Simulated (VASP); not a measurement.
Consider the following.

```yaml
crystal:
  lattice:
    - [3.52647, 0.00000, 0.00000]
    - [0.00000, 3.52647, 0.00000]
    - [0.00000, 0.00000, 3.52647]
  atoms:
    - { symbol: Si, position: [0.00000, 0.00000, 0.00000] }
    - { symbol: Ni, position: [0.00000, 0.50000, 0.50000] }
    - { symbol: Ni, position: [0.50000, 0.00000, 0.50000] }
    - { symbol: Ni, position: [0.50000, 0.50000, 0.00000] }
```

Level of theory: revPBE GGA, VASP's PBE PAW potentials (set 64) (plane waves; VASP). Settings: 520 eV cut-off, Gaussian smearing of 0.050 eV, potentials Si Ni.

### Question
Predict the band gap (along the path) with the smallest direct gap where there is one.

### Answer

- band gap (along the path): none (metal, semimetal or under 0.01 eV)

Only differences to runs with the same potentials and settings are physical.

The compound is Ni3Si in the L1_2 structure. It was relaxed first. The run is not spin-polarised, so no magnetic state was tried.
